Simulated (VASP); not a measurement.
Level of theory: optB88-vdW, VASP's PBE PAW potentials (set 64) (plane waves; VASP).

A VASP calculation is set up with these files.

**KPOINTS**
```
Automatic mesh
0
Gamma
9 9 9
```

POSCAR:
```
NiSi2
1
   -0.0000000000     2.7360690691     2.7360690691
    2.7360690691    -0.0000000000     2.7360690691
    2.7360690691     2.7360690691     0.0000000000
Si Ni
2 1
Direct
  0.2500000000   0.2500000000   0.2500000000
  0.7500000000   0.7500000000   0.7500000000
  0.0000000000   0.0000000000   0.0000000000
```

INCAR:
```
AGGAC = 0.0
ALGO = Normal
EDIFF = 1E-6
EDIFFG = -0.02
ENCUT = 520
GGA = BO
IBRION = 2
ISIF = 3
ISMEAR = 1
LASPH = .TRUE.
LCHARG = .FALSE.
LMAXMIX = 4
LREAL = .FALSE.
LUSE_VDW = .TRUE.
LWAVE = .FALSE.
NELM = 100
NSW = 60
PARAM1 = 0.1833333333
PARAM2 = 0.22
PREC = Accurate
SIGMA = 0.1
SYSTEM = NiSi2
```

POTCAR, in this order: Si Ni (PBE.64 set). Program: vasp_std.

Output of the run:

**OSZICAR**
```
       N       E                     dE             d eps       ncg     rms          rms(c)
DAV:   1     0.770446453309E+02    0.77045E+02   -0.79984E+03   918   0.141E+03
DAV:   2    -0.883991113686E+01   -0.85885E+02   -0.80509E+02   945   0.252E+02
DAV:   3    -0.132086250933E+02   -0.43687E+01   -0.42171E+01  1172   0.631E+01
DAV:   4    -0.133034033261E+02   -0.94778E-01   -0.94632E-01  1122   0.867E+00
DAV:   5    -0.133056076118E+02   -0.22043E-02   -0.22036E-02  1182   0.139E+00    0.144E+01
DAV:   6    -0.172427186927E+02   -0.39371E+01   -0.41497E+01  1001   0.163E+02    0.221E+01
DAV:   7    -0.118290986218E+02    0.54136E+01   -0.13074E+01  1090   0.104E+02    0.317E+00
DAV:   8    -0.117998140754E+02    0.29285E-01   -0.18135E+00  1344   0.220E+01    0.236E+00
DAV:   9    -0.117606525112E+02    0.39162E-01   -0.20599E-01  1088   0.943E+00    0.399E-01
DAV:  10    -0.117607895463E+02   -0.13704E-03   -0.56888E-03  1155   0.773E-01    0.246E-01
DAV:  11    -0.117607849112E+02    0.46351E-05   -0.60711E-04  1167   0.375E-01    0.308E-02
DAV:  12    -0.117608022719E+02   -0.17361E-04   -0.50015E-05  1212   0.128E-01    0.205E-02
DAV:  13    -0.117607972961E+02    0.49758E-05   -0.16780E-05  1142   0.102E-01    0.788E-03
DAV:  14    -0.117607976508E+02   -0.35473E-06   -0.15828E-06   694   0.997E-03
   1 F= -.11760798E+02 E0= -.11761071E+02  d E =-.117608E+02
```

**OUTCAR**
```
------------------------ aborting loop because EDIFF is reached ----------------------------------------
  FORCE on cell =-STRESS in cart. coord.  units (eV):
  Direction    XX          YY          ZZ          XY          YZ          ZX
  --------------------------------------------------------------------------------------
  Total       -0.0298214     -0.0298214     -0.0298214      0.0000000      0.0000000      0.0000000
  in kB       -1.1663451     -1.1663451     -1.1663451      0.0000000      0.0000000      0.0000000
  external PRESSURE =      -1.1663451 kB  Pullay stress =       0.0000000 kB
  volume of cell :       40.96
      direct lattice vectors                 reciprocal lattice vectors
     0.000000000  2.736069069  2.736069069    -0.182743925  0.182743925  0.182743925
     2.736069069  0.000000000  2.736069069     0.182743925 -0.182743925  0.182743925
     2.736069069  2.736069069  0.000000000     0.182743925  0.182743925 -0.182743925
 POSITION                                       TOTAL-FORCE (eV/Angst)
 -----------------------------------------------------------------------------------
      1.36803      1.36803      1.36803        -0.000000     -0.000000     -0.000000
      4.10410      4.10410      4.10410         0.000000      0.000000      0.000000
      0.00000      0.00000      0.00000        -0.000000      0.000000     -0.000000
 -----------------------------------------------------------------------------------
    total drift:                                0.000000     -0.000000     -0.000000
  FREE ENERGIE OF THE ION-ELECTRON SYSTEM (eV)
  ---------------------------------------------------
  free  energy   TOTEN  =       -11.7607976508 eV

  energy  without entropy=      -11.7616162224  energy(sigma->0) =      -11.76107051

 reached required accuracy - stopping structural energy minimisation
```
(Selected blocks of OUTCAR.)

The compound is NiSi2 in the fluorite structure. It was relaxed first. The start is the result of an earlier pass. The run is not spin-polarised, so no magnetic state was tried.
